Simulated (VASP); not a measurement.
# CdCl3 (Pm-3n) in VASP: further runs, part 2 of 2

VASP 6.6.1. The steps go on from the part before.

## (3) Single point, PBE (species swapped into the Tl3Au type (Pm-3n, No. 223))

Input file INCAR:

```
PREC = Accurate ; ENCUT = 520
EDIFF = 1E-7 ; ISMEAR = 0
SIGMA = 0.1 ; LREAL = False
LASPH = True ; NELM = 60
ALGO = Fast ; ISIF = 2
LWAVE = False ; LCHARG = False
GGA = PE ; NBANDS = 43
```

Input file KPOINTS:

```
regular mesh
0
Gamma
  8 8 8
```

Input file POSCAR:

```
CdCl3
1.0
    5.5355638136      0.0000000000      0.0000000000
    0.0000000000      5.5355638136      0.0000000000
    0.0000000000      0.0000000000      5.5355638136
Cd Cl
2 6
Direct
    0.5000000000      0.5000000000      0.5000000000
    0.0000000000      0.0000000000      0.0000000000
    0.0000000000      0.5000000000      0.7500000000
    0.5000000000      0.2500000000      0.0000000000
    0.7500000000      0.0000000000      0.5000000000
    0.0000000000      0.5000000000      0.2500000000
    0.5000000000      0.7500000000      0.0000000000
    0.2500000000      0.0000000000      0.5000000000
```

Potentials or basis: VASP PAW PBE potentials, release 64 (Cd, Cl).

Launch:

```bash
$ cat potpaw_PBE.64/Cd/POTCAR potpaw_PBE.64/Cl/POTCAR > POTCAR
$ mpirun -np 1 vasp_std > vasp.out
```

OUTCAR:

```text
PREC = Accurate
   ENCUT = 520
   EDIFF = 1E-7
   ISMEAR = 0
   LREAL = False
   LASPH = True
   NELM = 60
   ISIF = 2
   GGA = PE

 ion  position               nearest neighbor table
   1  0.500  0.500  0.500-   3 3.09   4 3.09   5 3.09   6 3.09   7 3.09   8 3.09   4 3.09   7 3.09
                             5 3.09   8 3.09   3 3.09   6 3.09
   2  0.000  0.000  0.000-   3 3.09   4 3.09   5 3.09   6 3.09   7 3.09   8 3.09   5 3.09   8 3.09
                             3 3.09   6 3.09   4 3.09   7 3.09
   3  0.000  0.500  0.750-   1 3.09   2 3.09   2 3.09   1 3.09
   4  0.500  0.250  0.000-   1 3.09   2 3.09   1 3.09   2 3.09
   5  0.750  0.000  0.500-   1 3.09   2 3.09   2 3.09   1 3.09
   6  0.000  0.500  0.250-   1 3.09   2 3.09   2 3.09   1 3.09
   7  0.500  0.750  0.000-   1 3.09   2 3.09   1 3.09   2 3.09
   8  0.250  0.000  0.500-   1 3.09   2 3.09   2 3.09   1 3.09

  LATTYP: Found a simple cubic cell.
 ALAT       =     5.5355638136

  Lattice vectors:

 A1 = (   5.5355638136,   0.0000000000,   0.0000000000)
 A2 = (   0.0000000000,   5.5355638136,   0.0000000000)
 A3 = (   0.0000000000,   0.0000000000,   5.5355638136)

Analysis of symmetry for initial positions (statically):
=====================================================================
 Subroutine PRICEL returns:
 Original cell was already a primitive cell.

 Routine SETGRP: Setting up the symmetry group for a
 simple cubic supercell.

 Subroutine GETGRP returns: Found 48 space group operations
 (whereof 24 operations were pure point group operations)
 out of a pool of 48 trial point group operations.

The static configuration has the point symmetry T_h .
 The point group associated with its full space group is O_h .

Analysis of symmetry for dynamics (positions and initial velocities):
=====================================================================
 Subroutine PRICEL returns:
 Original cell was already a primitive cell.

 Routine SETGRP: Setting up the symmetry group for a
 simple cubic supercell.

 Subroutine GETGRP returns: Found 48 space group operations
 (whereof 24 operations were pure point group operations)
 out of a pool of 48 trial point group operations.

The dynamic configuration has the point symmetry T_h .
 The point group associated with its full space group is O_h .

 Subroutine INISYM returns: Found 48 space group operations
 (whereof 24 operations are pure point group operations),
 and found     1 'primitive' translations

----------------------------------------------------------------------------------------

                                     Primitive cell

  volume of cell :     169.6233

  direct lattice vectors                    reciprocal lattice vectors
     5.535563814  0.000000000  0.000000000     0.180650072  0.000000000  0.000000000
     0.000000000  5.535563814  0.000000000     0.000000000  0.180650072  0.000000000
     0.000000000  0.000000000  5.535563814     0.000000000  0.000000000  0.180650072

  length of vectors
     5.535563814  5.535563814  5.535563814     0.180650072  0.180650072  0.180650072

  position of ions in fractional coordinates (direct lattice)
     0.500000000  0.500000000  0.500000000
[... 52 lines left out ...]
  0.125000  0.125000  0.000000     12.000000
[... 16 lines left out ...]
  0.375000  0.375000  0.125000     24.000000
  0.500000  0.375000  0.125000     24.000000
 [... further k-points ...]
   k-points           NKPTS =     35   k-points in BZ     NKDIM =     35   number of bands    NBANDS=     43
   number of dos      NEDOS =    301   number of ions     NIONS =      8
   total plane-waves  NPLWV =  74088
   dimension x,y,z NGX =    42 NGY =   42 NGZ =   42
   dimension x,y,z NGXF=    84 NGYF=   84 NGZF=   84
   ions per type =               2   6
   NGX,Y,Z   is equivalent  to a cutoff of  12.61, 12.61, 12.61 a.u.
   NGXF,Y,Z  is equivalent  to a cutoff of  25.23, 25.23, 25.23 a.u.
 SYSTEM =  unknown system
   PREC   = accura    normal or accurate (medium, high low for compatibility)
   ISTART =      0    job   : 0-new  1-cont  2-samecut
   ICHARG =      2    charge: 1-file 2-atom 10-const
   ISPIN  =      1    spin polarized calculation?
   LNONCOLLINEAR =      F non collinear calculations
   LSORBIT =      F    spin-orbit coupling
   LASPH  =      T    aspherical Exc in radial PAW
   ENCUT  =  520.0 eV  38.22 Ry    6.18 a.u.  10.29 10.29 10.29*2*pi/ulx,y,z
   NELM   =     60;   NELMIN=  2; NELMDL= -5     # of ELM steps
   EDIFF  = 0.1E-06   stopping-criterion for ELM
   LREAL  =      F    real-space projection
   EDIFFG = 0.1E-05   stopping-criterion for IOM
   NSW    =      0    number of steps for IOM
   IBRION =     -1    ionic relax: 0-MD 1-quasi-New 2-CG
   NFREE  =      0    steps in history (QN), initial steepest desc. (CG)
   ISIF   =      2    stress and relaxation
   ISYM   =      2    0-nonsym 1-usesym 2-fastsym
   POTIM  = 0.5000    time-step for ionic-motion
   TEBEG  =    0.0;   TEEND  =   0.0 temperature during run
   PSTRESS=    0.0 pullay stress
   NELECT =      66.0000    total number of electrons
   NUPDOWN=      -1.0000    fix difference up-down
   EMIN   =  10.00;   EMAX   =-10.00  energy-range for DOS
   EFERMI =   0.00;   METHOD = LEGACY
   ISMEAR =     0;   SIGMA  =   0.10  broadening in eV -4-tet -1-fermi 0-gaus
   EFERMI_NEDOS =   21; number of points for ismear=-14 and -15
   IALGO  =     68    algorithm
   IMIX   =      4    mixing-type and parameters
     AMIX     =   0.40;   BMIX     =  1.00
     AMIX_MAG =   1.60;   BMIX_MAG =  1.00
  volume/ion in A,a.u.               =      21.20       143.08
  Fermi-wavevector in a.u.,A,eV,Ry     =   1.195164  2.258533 19.434803  1.428418
  Thomas-Fermi vector in A             =   2.331136
   LORBIT       =      0    0 simple, 1 ext, 2 COOP (PROOUT), +10 PAW based schemes
   GGA     = PE    functional components
   LHFCALC =     F    Hartree Fock is set to
   AEXX    =    0.0000 exact exchange contribution
   IVDW    =     0    specifies the selected vdW correction
   LEPSILON=     F    determine dielectric tensor
   LRPA    =     F    only Hartree local field effects (RPA)
 non-spin polarized calculation
 RMM-DIIS sequential band-by-band and
 Gauss-broadening in eV      SIGMA  =   0.10
  energy-cutoff  :      520.00
  volume of cell :      169.62
 maximum number of plane-waves:      4632
 NGX is ok and might be reduce to    42
   NGX = 21   NGY = 21   NGZ = 21

 number of electron      65.9999996 magnetization

 Free energy of the ion-electron system (eV)
  ---------------------------------------------------
  ext. energy  EPLUGINS =         0.00000000
  ---------------------------------------------------
  free energy    TOTEN  =       -14.60604721 eV

  energy without entropy =      -14.58906581  energy(sigma->0) =      -14.59755651

 E-fermi :   2.8850     XC(G=0):  -9.8666

 val. band max:        2.6951422253   @ k =   0.1250   0.1250   0.1250
 cond. band min:       2.9259811267   @ k =   0.2500   0.1250   0.1250
 fundamental gap:      0.2308389014
 Fermi energy:         2.8849802024

 k-point     1 :       0.0000    0.0000    0.0000
  band No.  band energies     occupation
      1     -13.0501      2.00000
      2     -12.1054      2.00000
      3     -12.1054      2.00000
      4     -11.0129      2.00000
      5     -11.0129      2.00000
      6     -11.0129      2.00000
[... 1093 lines left out ...]
     42      10.0068      0.00000
     43      11.3080      0.00000

 [... further k-points ...]

------------------------ aborting loop because EDIFF is reached ----------------------------------------

  FORCE on cell =-STRESS in cart. coord.  units (eV):
  Direction    XX          YY          ZZ          XY          YZ          ZX
  --------------------------------------------------------------------------------------
  -------------------------------------------------------------------------------------
  Total        0.0360063      0.0360063      0.0360063      0.0000000      0.0000000      0.0000000
  in kB        0.3400973      0.3400973      0.3400973      0.0000000      0.0000000      0.0000000
  external PRESSURE =       0.3400973 kB  Pullay stress =       0.0000000 kB

 VOLUME and BASIS-vectors are now :
 -----------------------------------------------------------------------------
  energy-cutoff  :      520.00
  volume of cell :      169.62
      direct lattice vectors                 reciprocal lattice vectors
     5.535563814  0.000000000  0.000000000     0.180650072  0.000000000  0.000000000
     0.000000000  5.535563814  0.000000000     0.000000000  0.180650072  0.000000000
     0.000000000  0.000000000  5.535563814     0.000000000  0.000000000  0.180650072

 POSITION                                       TOTAL-FORCE (eV/Angst)
 -----------------------------------------------------------------------------------
      2.76778      2.76778      2.76778        -0.000000     -0.000000      0.000000
      0.00000      0.00000      0.00000        -0.000000     -0.000000      0.000000
      0.00000      2.76778      4.15167         0.000000     -0.000000     -0.000000
      2.76778      1.38389      0.00000        -0.000000     -0.000000     -0.000000
      4.15167      0.00000      2.76778         0.000000     -0.000000     -0.000000
      0.00000      2.76778      1.38389        -0.000000      0.000000      0.000000
      2.76778      4.15167      0.00000         0.000000     -0.000000      0.000000
      1.38389      0.00000      2.76778        -0.000000      0.000000      0.000000
 -----------------------------------------------------------------------------------
    total drift:                                0.000000     -0.000000     -0.000000

  FREE ENERGIE OF THE ION-ELECTRON SYSTEM (eV)
  ---------------------------------------------------
  free  energy   TOTEN  =       -14.6060472062 eV

  energy  without entropy=      -14.5890658093  energy(sigma->0) =      -14.59755651
```

It took 2.1 min on 1 thread of Intel Xeon 6975P-C (Granite Rapids), shared host; peak memory 0.36 GiB.

What came out:

* Free energy: -14.6060 eV
* Pressure: 0.0 GPa
* Band gap on the k mesh: none (metal or under the smearing width)

Levels at points of the mesh, in eV from the Fermi level:
| k point | band 30 | band 31 | band 32 | band 33 | band 34 | band 35 | band 36 | band 37 |
| --- | --- | --- | --- | --- | --- | --- | --- | --- |
| (0.00, 0.00, 0.00) | -1.59 | -1.59 | -0.54 | 0.37 | 0.37 | 0.37 | 0.41 | 5.82 |
| (0.50, 0.00, 0.00) | -2.04 | -1.50 | -1.50 | 0.38 | 0.38 | 0.82 | 0.82 | 5.39 |
| (0.50, 0.50, 0.00) | -1.77 | -1.51 | -1.51 | -1.27 | 0.40 | 1.53 | 1.53 | 4.64 |
| (0.50, 0.50, 0.50) | -2.03 | -1.80 | -1.80 | -1.80 | -1.80 | 2.19 | 2.19 | 5.84 |
